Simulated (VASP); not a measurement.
Output of a VASP run:

OSZICAR:
```
...
RMM:   2    -0.153075804521E+03   -0.42972E-04   -0.49907E-04  1388   0.405E-02    0.115E-02
RMM:   3    -0.153075810380E+03   -0.58584E-05   -0.67521E-05  1154   0.150E-02    0.863E-03
RMM:   4    -0.153075810374E+03    0.60754E-08   -0.93309E-06   743   0.541E-03
  10 F= -.15307581E+03 E0= -.15307581E+03  d E =-.411121E-02  mag=     1.0000
       N       E                     dE             d eps       ncg     rms          rms(c)
DAV:   1    -0.153076257149E+03   -0.44677E-03   -0.16407E+00  1432   0.204E+00    0.178E-01
RMM:   2    -0.153077169510E+03   -0.91236E-03   -0.10247E-02  1388   0.181E-01    0.492E-02
RMM:   3    -0.153077300390E+03   -0.13088E-03   -0.13921E-03  1388   0.678E-02    0.491E-02
RMM:   4    -0.153077305441E+03   -0.50513E-05   -0.20462E-04  1393   0.256E-02    0.388E-02
RMM:   5    -0.153077305621E+03   -0.17939E-06   -0.56006E-05  1081   0.127E-02
  11 F= -.15307731E+03 E0= -.15307731E+03  d E =-.149525E-02  mag=     1.0000
       N       E                     dE             d eps       ncg     rms          rms(c)
DAV:   1    -0.153077506206E+03   -0.20076E-03   -0.77854E-01  1432   0.140E+00    0.123E-01
RMM:   2    -0.153077940877E+03   -0.43467E-03   -0.49495E-03  1388   0.126E-01    0.360E-02
RMM:   3    -0.153078006761E+03   -0.65885E-04   -0.68733E-04  1388   0.476E-02    0.355E-02
RMM:   4    -0.153078009692E+03   -0.29313E-05   -0.10097E-04  1366   0.181E-02    0.268E-02
RMM:   5    -0.153078010836E+03   -0.11433E-05   -0.27791E-05   888   0.900E-03
  12 F= -.15307801E+03 E0= -.15307801E+03  d E =-.220046E-02  mag=     1.0000
       N       E                     dE             d eps       ncg     rms          rms(c)
DAV:   1    -0.153076471767E+03    0.15379E-02   -0.31107E+00  1432   0.281E+00    0.246E-01
RMM:   2    -0.153078207366E+03   -0.17356E-02   -0.19590E-02  1388   0.250E-01    0.687E-02
RMM:   3    -0.153078461550E+03   -0.25418E-03   -0.26850E-03  1388   0.941E-02    0.684E-02
RMM:   4    -0.153078472534E+03   -0.10984E-04   -0.39416E-04  1394   0.357E-02    0.538E-02
RMM:   5    -0.153078473831E+03   -0.12965E-05   -0.10871E-04  1368   0.178E-02    0.178E-02
RMM:   6    -0.153078477129E+03   -0.32978E-05   -0.19387E-05   864   0.698E-03
  13 F= -.15307848E+03 E0= -.15307848E+03  d E =-.266676E-02  mag=     1.0000
       N       E                     dE             d eps       ncg     rms          rms(c)
DAV:   1    -0.153077980130E+03    0.49370E-03   -0.36692E+00  1432   0.304E+00    0.241E-01
RMM:   2    -0.153079771956E+03   -0.17918E-02   -0.20267E-02  1388   0.261E-01    0.681E-02
RMM:   3    -0.153080041318E+03   -0.26936E-03   -0.28197E-03  1388   0.977E-02    0.644E-02
RMM:   4    -0.153080044273E+03   -0.29548E-05   -0.40013E-04  1388   0.368E-02    0.486E-02
RMM:   5    -0.153080049191E+03   -0.49176E-05   -0.11074E-04  1388   0.185E-02    0.152E-02
RMM:   6    -0.153080052152E+03   -0.29613E-05   -0.17327E-05   856   0.675E-03
  14 F= -.15308005E+03 E0= -.15308005E+03  d E =-.157502E-02  mag=     1.0000
       N       E                     dE             d eps       ncg     rms          rms(c)
DAV:   1    -0.153079996532E+03    0.52659E-04   -0.84497E-01  1464   0.146E+00    0.115E-01
RMM:   2    -0.153080409479E+03   -0.41295E-03   -0.46903E-03  1388   0.126E-01    0.331E-02
RMM:   3    -0.153080472225E+03   -0.62747E-04   -0.65374E-04  1388   0.470E-02    0.321E-02
RMM:   4    -0.153080473055E+03   -0.82923E-06   -0.92545E-05  1347   0.177E-02
  15 F= -.15308047E+03 E0= -.15308047E+03  d E =-.199593E-02  mag=     1.0000
```

File OUTCAR:
```
------------------------ aborting loop because EDIFF is reached ----------------------------------------
  FORCE on cell =-STRESS in cart. coord.  units (eV):
  Direction    XX          YY          ZZ          XY          YZ          ZX
  --------------------------------------------------------------------------------------
  Total       -1.6023820     -1.6266938     -1.5941176     -0.0759195      0.0724187      0.0133458
  in kB       -1.1036722     -1.1204174     -1.0979799     -0.0522910      0.0498798      0.0091922
  external PRESSURE =      -1.1073565 kB  Pullay stress =       0.0000000 kB
  volume of cell :     2326.14
      direct lattice vectors                 reciprocal lattice vectors
    13.249887362  0.000000000  0.000000000     0.075472340  0.000000000  0.000000000
     0.000000000 13.249887362  0.000000000     0.000000000  0.075472340  0.000000000
     0.000000000  0.000000000 13.249887362     0.000000000  0.000000000  0.075472340
  FREE ENERGIE OF THE ION-ELECTRON SYSTEM (eV)
  ---------------------------------------------------
  free  energy   TOTEN  =      -153.0804730546 eV

  energy  without entropy=     -153.0804730397  energy(sigma->0) =     -153.08047305

 total charge

# of ion       s       p       d       tot
------------------------------------------
    1        0.453   0.284   9.532  10.269
    2        0.453   0.284   9.532  10.268
    3        0.453   0.284   9.532  10.269
    4        0.453   0.285   9.532  10.270
    5        0.454   0.285   9.532  10.270
    6        0.454   0.285   9.532  10.271
    7        0.453   0.285   9.532  10.269
    8        0.454   0.285   9.532  10.270
    9        0.448   0.284   9.532  10.264
   10        0.454   0.285   9.532  10.270
   11        0.454   0.285   9.532  10.271
   12        0.453   0.285   9.532  10.270
   13        0.453   0.284   9.532  10.269
   14        0.453   0.284   9.532  10.269
   15        0.453   0.284   9.532  10.268
   16        0.454   0.285   9.532  10.270
   17        0.448   0.283   9.532  10.263
   18        0.454   0.285   9.532  10.270
   19        0.453   0.283   9.532  10.268
   20        0.448   0.284   9.532  10.264
   21        0.449   0.285   9.532  10.266
   22        0.453   0.284   9.532  10.269
   23        0.453   0.283   9.532  10.268
   24        0.454   0.286   9.531  10.271
   25        0.453   0.284   9.532  10.269
   26        0.453   0.284   9.532  10.269
   27        0.454   0.285   9.532  10.271
   28        0.454   0.285   9.532  10.270
   29        0.453   0.283   9.532  10.268
   30        0.454   0.286   9.531  10.271
   31        0.453   0.284   9.532  10.269
   32        0.453   0.285   9.532  10.269
   33        1.346   2.045   0.017   3.408
   34        1.347   2.046   0.017   3.410
   35        1.347   2.047   0.017   3.410
   36        1.346   2.047   0.017   3.410
   37        1.348   2.043   0.017   3.408
   38        1.346   2.047   0.017   3.410
   39        1.346   2.046   0.017   3.409
   40        1.349   2.042   0.017   3.408
   41        1.348   2.043   0.017   3.409
   42        1.347   2.047   0.017   3.410
   43        1.346   2.047   0.017   3.410
   44        1.347   2.047   0.017   3.410
   45        1.346   2.046   0.017   3.409
   46        1.346   2.045   0.017   3.408
   47        1.347   2.047   0.017   3.410
   48        1.349   2.042   0.017   3.407
...
```
(Selected blocks of OUTCAR.)

POSCAR:
```
Cd32HTe32
1
   13.2498873623     0.0000000000     0.0000000000
    0.0000000000    13.2498873623    -0.0000000000
   -0.0000000000    -0.0000000000    13.2498873623
Cd Te H
32 32 1
Direct
  0.5000000000   0.0000000000   0.0000000000
  0.7500000000   0.2500000000   0.0000000000
  0.7500000000   0.0000000000   0.2500000000
  0.0000000000   0.0000000000   0.0000000000
  0.2500000000   0.2500000000   0.0000000000
  0.5000000000   0.5000000000   0.0000000000
  0.7500000000   0.7500000000   0.0000000000
  0.2500000000   0.0000000000   0.2500000000
  0.5015620000   0.2537940000   0.2510550000
  0.7500000000   0.5000000000   0.2500000000
  0.5000000000   0.0000000000   0.5000000000
  0.7500000000   0.2500000000   0.5000000000
  0.7500000000   0.0000000000   0.7500000000
  0.0000000000   0.5000000000   0.0000000000
  0.2500000000   0.7500000000   0.0000000000
  0.0000000000   0.2500000000   0.2500000000
  0.2496870000   0.5003380000   0.2505910000
  0.5000000000   0.7500000000   0.2500000000
  0.0000000000   0.0000000000   0.5000000000
  0.2463160000   0.2470020000   0.4980350000
  0.4983860000   0.5003070000   0.4970230000
  0.7500000000   0.7500000000   0.5000000000
  0.2500000000   0.0000000000   0.7500000000
  0.5000000000   0.2500000000   0.7500000000
  0.7500000000   0.5000000000   0.7500000000
  0.0000000000   0.7500000000   0.2500000000
  0.0000000000   0.5000000000   0.5000000000
  0.2500000000   0.7500000000   0.5000000000
  0.0000000000   0.2500000000   0.7500000000
  0.2500000000   0.5000000000   0.7500000000
  0.5000000000   0.7500000000   0.7500000000
  0.0000000000   0.7500000000   0.7500000000
  0.6250000000   0.1250000000   0.1250000000
  0.8750000000   0.3750000000   0.1250000000
  0.8750000000   0.1250000000   0.3750000000
  0.1250000000   0.1250000000   0.1250000000
  0.3750000000   0.3750000000   0.1250000000
  0.6250000000   0.6250000000   0.1250000000
  0.8750000000   0.8750000000   0.1250000000
  0.3750000000   0.1250000000   0.3750000000
  0.6250000000   0.3750000000   0.3750000000
  0.8750000000   0.6250000000   0.3750000000
  0.6250000000   0.1250000000   0.6250000000
  0.8750000000   0.3750000000   0.6250000000
  0.8750000000   0.1250000000   0.8750000000
  0.1250000000   0.6250000000   0.1250000000
  0.3750000000   0.8750000000   0.1250000000
  0.1250000000   0.3750000000   0.3750000000
  0.3750000000   0.6250000000   0.3750000000
  0.6250000000   0.8750000000   0.3750000000
  0.1250000000   0.1250000000   0.6250000000
  0.3750000000   0.3750000000   0.6250000000
  0.6250000000   0.6250000000   0.6250000000
  0.8750000000   0.8750000000   0.6250000000
  0.3750000000   0.1250000000   0.8750000000
  0.6250000000   0.3750000000   0.8750000000
  0.8750000000   0.6250000000   0.8750000000
  0.1250000000   0.8750000000   0.3750000000
  0.1250000000   0.6250000000   0.6250000000
  0.3750000000   0.8750000000   0.6250000000
  0.1250000000   0.3750000000   0.8750000000
  0.3750000000   0.6250000000   0.8750000000
  0.6250000000   0.8750000000   0.8750000000
  0.1250000000   0.8750000000   0.8750000000
  0.3733200000   0.3736090000   0.3770550000
```

Reconstruct the remaining input files.

This is not unique; one that fits is the input of the run itself, PBE GGA, plane waves, VASP's PBE PAW potentials (set 64).

### INCAR
```
ALGO  =  Fast
EDIFF  =  1E-5
EDIFFG  =  -0.03
ENCUT  =  400
GGA  =  PE
IBRION  =  2
ISIF  =  2
ISMEAR  =  0
ISPIN  =  2
ISYM  =  0
LASPH  =  .TRUE.
LCHARG  =  .FALSE.
LMAXMIX  =  4
LORBIT  =  10
LREAL  =  Auto
LWAVE  =  .FALSE.
MAGMOM  =  65*0.0154
NELM  =  100
NELMIN  =  4
NSW  =  60
NUPDOWN  =  1
PREC  =  Normal
SIGMA  =  0.05
SYSTEM  =  Cd32HTe32
```

### KPOINTS
```
Automatic mesh
0
Gamma
1 1 1
0 0 0
```

POTCAR, in this order: Cd Te H (PBE.64 set). Program: vasp_gam.

The supercell is sampled at Γ alone, which is coarse: total energies, pressure and levels can be off, energies of defects by several tenths of an eV.

The cell is a supercell with a defect, built from CdTe (zinc blende): H_i.
